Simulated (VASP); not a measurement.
# Zn2C in VASP: notebook, part 2 of 2

VASP 6.6.1.

## Step 4: Single point, PBE, collinear spin, typed start

This run uses another cell than the first one, of 57.86 Å³/atom, 0.946 times its volume.

Contents of INCAR:

```
ALGO     = Normal         # electronic algorithm
DIPOL    = 0.5 0.5 0.273
EDIFF    = 1E-6           # SCF threshold, eV
ENCUT    = 520            # plane-wave cutoff, eV
GGA      = PE             # functional
IDIPOL   = 3            
ISIF     = 2              # what is computed and relaxed
ISMEAR   = 0              # smearing method
ISPIN    = 2              # spin polarisation
LASPH    = True           # aspherical terms in the spheres
LCHARG   = True           # write CHGCAR
LDIPOL   = True         
LELF     = True           # ELF
LORBIT   = 11             # projections on sites
LREAL    = False          # projectors in reciprocal space
LVACPOTAV= True         
LVHAR    = True         
LWAVE    = False          # write WAVECAR
MAGMOM   = 0 0 1          # initial moments
NBANDS   = 25             # bands
NELM     = 150            # most SCF steps
PREC     = Accurate       # precision mode
SIGMA    = 0.1            # smearing width, eV
```

Contents of KPOINTS:

```
k-points
0
Gamma
  6 6 1
```

Contents of POSCAR:

```
Zn2C
1.0
    2.5353825424      0.0000000000      0.0000000000
   -1.2676912712      2.1957056900      0.0000000000
    0.0000000000      0.0000000000     31.1820664673
Zn C
2 1
Direct
    1.0000000000      1.0000000000      0.3411363898
    0.0000000000      0.0000000000      0.2040487736
    0.0000000000      0.0000000000      0.2725925817
```

Potentials or basis: VASP PAW PBE potentials, release 64 (Zn, C).

Run with:

```bash
$ cat potpaw_PBE.64/Zn/POTCAR potpaw_PBE.64/C/POTCAR > POTCAR
$ mpirun -np 1 vasp_std > vasp.out
```

OUTCAR:

```text
EDIFF = 1E-6
   ENCUT = 520
   GGA = PE
   ISIF = 2
   ISMEAR = 0
   ISPIN = 2
   LASPH = True
   LORBIT = 11
   LREAL = False
   NELM = 150
   PREC = Accurate

 ion  position               nearest neighbor table
   1  0.000  0.000  0.341-   3 2.14
   2  0.000  0.000  0.204-   3 2.14
   3  0.000  0.000  0.273-   1 2.14   2 2.14

  LATTYP: Found a hexagonal cell.
 ALAT       =     2.5353825424
 C/A-ratio  =    12.2987619998

  Lattice vectors:

 A1 = (   2.5353825424,   0.0000000000,   0.0000000000)
 A2 = (  -1.2676912712,   2.1957056900,   0.0000000000)
 A3 = (   0.0000000000,   0.0000000000,  31.1820664673)

Analysis of symmetry for initial positions (statically):
=====================================================================
 Subroutine PRICEL returns:
 Original cell was already a primitive cell.

 Routine SETGRP: Setting up the symmetry group for a
 hexagonal supercell.

 Subroutine GETGRP returns: Found 24 space group operations
 (whereof 12 operations were pure point group operations)
 out of a pool of 24 trial point group operations.

The static configuration has the point symmetry C_6v.
 The point group associated with its full space group is D_6h.

Analysis of symmetry for dynamics (positions and initial velocities):
=====================================================================
 Subroutine PRICEL returns:
 Original cell was already a primitive cell.

 Routine SETGRP: Setting up the symmetry group for a
 hexagonal supercell.

 Subroutine GETGRP returns: Found 24 space group operations
 (whereof 12 operations were pure point group operations)
 out of a pool of 24 trial point group operations.

The dynamic configuration has the point symmetry C_6v.
 The point group associated with its full space group is D_6h.

Analysis of structural, dynamic, and magnetic symmetry:
[... 145 lines left out ...]
  ---------------------------------------------------
  free energy    TOTEN  =        -6.57100349 eV

  energy without entropy =       -6.55498536  energy(sigma->0) =       -6.56299443

 E-fermi :  -2.9452     XC(G=0):  -3.0897

 val. band max:       -3.0692657330   @ k =   0.3333   0.1667   0.0000
 cond. band min:      -2.9341204428   @ k =   0.3333   0.0000   0.0000
 fundamental gap:      0.1351452902
 Fermi energy:        -2.9451859979

 spin component 1

 k-point     1 :       0.0000    0.0000    0.0000
  band No.  band energies     occupation
      1     -15.9362      1.00000
      2     -11.8902      1.00000
      3     -11.4288      1.00000
      4     -10.3840      1.00000
      5     -10.1265      1.00000
      6     -10.1265      1.00000
[... 185 lines left out ...]
     24       9.6073      0.00000
     25       9.6073      0.00000
 Fermi energy:        -2.9451859979

 spin component 2

 k-point     1 :       0.0000    0.0000    0.0000
  band No.  band energies     occupation
      1     -15.8504      1.00000
      2     -11.7645      1.00000
      3     -11.3345      1.00000
      4     -10.3434      1.00000
      5     -10.0950      1.00000
      6     -10.0950      1.00000
[... 185 lines left out ...]
     24       9.7251      0.00000
     25       9.7251      0.00000

------------------------ aborting loop because EDIFF is reached ----------------------------------------

  FORCE on cell =-STRESS in cart. coord.  units (eV):
  Direction    XX          YY          ZZ          XY          YZ          ZX
  --------------------------------------------------------------------------------------
  -------------------------------------------------------------------------------------
  Total        0.0824066      0.0824066      0.0704590     -0.0000000      0.0000000     -0.0000000
  in kB        0.7605895      0.7605895      0.6503161     -0.0000000      0.0000000     -0.0000000
  external PRESSURE =       0.7238317 kB  Pullay stress =       0.0000000 kB

 VOLUME and BASIS-vectors are now :
 -----------------------------------------------------------------------------
  energy-cutoff  :      520.00
  volume of cell :      173.59
      direct lattice vectors                 reciprocal lattice vectors
     2.535382542  0.000000000  0.000000000     0.394417798  0.227717222  0.000000000
    -1.267691271  2.195705690  0.000000000     0.000000000  0.455434444  0.000000000
     0.000000000  0.000000000 31.182066467     0.000000000  0.000000000  0.032069715

 POSITION                                       TOTAL-FORCE (eV/Angst)
 -----------------------------------------------------------------------------------
      0.00000      0.00000     10.63734         0.000000      0.000000      0.016120
      0.00000      0.00000      6.36266        -0.000000     -0.000000     -0.016120
      0.00000      0.00000      8.50000        -0.000000     -0.000000      0.000000
 -----------------------------------------------------------------------------------
    total drift:                               -0.000000     -0.000000      0.000752

  FREE ENERGIE OF THE ION-ELECTRON SYSTEM (eV)
  ---------------------------------------------------
  free  energy   TOTEN  =        -6.5710034889 eV

  energy  without entropy=       -6.5549853635  energy(sigma->0) =       -6.56299443

 vacuum level on the upper side and lower side of the slab         1.723         1.722

 total charge

# of ion       s       p       d       tot
------------------------------------------
    1        0.650   0.480   9.732  10.862
    2        0.650   0.480   9.732  10.862
    3        0.998   1.068   0.000   2.066
--------------------------------------------------
tot          2.298   2.028  19.465  23.790

 magnetization (x)

# of ion       s       p       d       tot
------------------------------------------
    1        0.022   0.036   0.008   0.067
    2        0.022   0.036   0.008   0.067
    3        0.003   0.037   0.000   0.041
--------------------------------------------------
tot          0.048   0.110   0.016   0.174
```

OSZICAR:

```text
N       E                     dE             d eps       ncg     rms          rms(c)
DAV:   1     0.158449702891E+03    0.15845E+03   -0.11836E+04   700   0.986E+02
DAV:   2     0.863123256391E+01   -0.14982E+03   -0.14092E+03   809   0.245E+02
[... 24 lines left out ...]
DAV:  27    -0.657097013512E+01   -0.87635E-04   -0.57773E-07   644   0.270E-03    0.100E-03
DAV:  28    -0.657098838570E+01   -0.18251E-04   -0.38231E-07   609   0.221E-03    0.552E-04
DAV:  29    -0.657099518548E+01   -0.67998E-05   -0.16169E-07   578   0.139E-03    0.328E-04
DAV:  30    -0.657099968253E+01   -0.44971E-05   -0.39141E-08   562   0.726E-04    0.218E-04
DAV:  31    -0.657100251673E+01   -0.28342E-05   -0.24394E-08   570   0.477E-04    0.115E-04
DAV:  32    -0.657100348895E+01   -0.97222E-06   -0.85986E-09   556   0.295E-04
   1 F= -.65710035E+01 E0= -.65629944E+01  d E =-.160181E-01  mag=     0.2974
```

stdout:

```text
POSCAR found type information on POSCAR ZnC
 POSCAR found :  2 types and       3 ions
 scaLAPACK will be used
 LDA part: xc-table for (Slater+PW92), standard interpolation
 POSCAR, INCAR and KPOINTS ok, starting setup
 FFT: planning ... GRIDC
 FFT: planning ... GRID_SOFT
 FFT: planning ... GRID
 WAVECAR not read
 entering main loop
 -----------------------------------------------------------------------------
|                                                                             |
|           W    W    AA    RRRRR   N    N  II  N    N   GGGG   !!!           |
|           W    W   A  A   R    R  NN   N  II  NN   N  G    G  !!!           |
|           W    W  A    A  R    R  N N  N  II  N N  N  G       !!!           |
|           W WW W  AAAAAA  RRRRR   N  N N  II  N  N N  G  GGG   !            |
|           WW  WW  A    A  R   R   N   NN  II  N   NN  G    G                |
|           W    W  A    A  R    R  N    N  II  N    N   GGGG   !!!           |
|                                                                             |
|     Did not find any points to average over, which means that no vacuum     |
|     field-free region was found. Please increase the size of  your cell     |
|     in the dimension of the dipole correction to obtain accurate            |
|     workfunction values.                                                    |
|                                                                             |
 -----------------------------------------------------------------------------
```

It took 2.3 min on 1 thread of Intel Xeon Platinum 8259CL at 2.50GHz (Skylake/Cascade Lake), shared host; peak memory 0.37 GiB.

Results:

```
Free energy                                           : -6.5710 eV
Largest force                                         : 0.016 eV/Å
Band gap on the k mesh                                : none (metal or under the smearing width)
Net moment                                            : 0.30 μB per cell
Site moments                                          : Zn +0.07; C +0.04 μB
Valence electrons inside the program's atomic spheres : Zn 10.86; C 2.07
Work function of the upper face                       : 4.67 eV
Work function of the lower face                       : 4.67 eV
```

Forces on the atoms (eV/Å):
```
Zn   0.000  0.000  0.016
Zn   0.000  0.000 -0.016
C    0.000  0.000  0.000
```

Caveat: the k mesh is coarse (spacing up to 0.48 Å⁻¹), so the values aren't converged.

## Step 5: Summary

| spin | cell | k mesh | mesh quality | gap on the mesh (eV) | largest force (eV/Å) | work function (eV) |
| --- | --- | --- | --- | --- | --- | --- |
| off | P6/mmm, 61.15 Å³/atom | 24 × 24 × 1 | not flagged | none | 0.03 | 4.49 |
| off | P6/mmm, 57.86 Å³/atom | 24 × 24 × 1 | not flagged | none | 0.16 | 4.42 |
| collinear, typed start | P6/mmm, 57.86 Å³/atom | 6 × 6 × 1 | coarse | none | 0.02 | 4.67 |

Alike in all rows: task single point; level PBE; potentials or basis VASP PAW PBE potentials, release 64 (Zn, C); cutoff (eV) 520; smearing gaussian 0.1 eV.

Caveats: some runs use coarse meshes.

Total energies depend on the potentials used, so only differences within one code and one set of settings carry meaning.
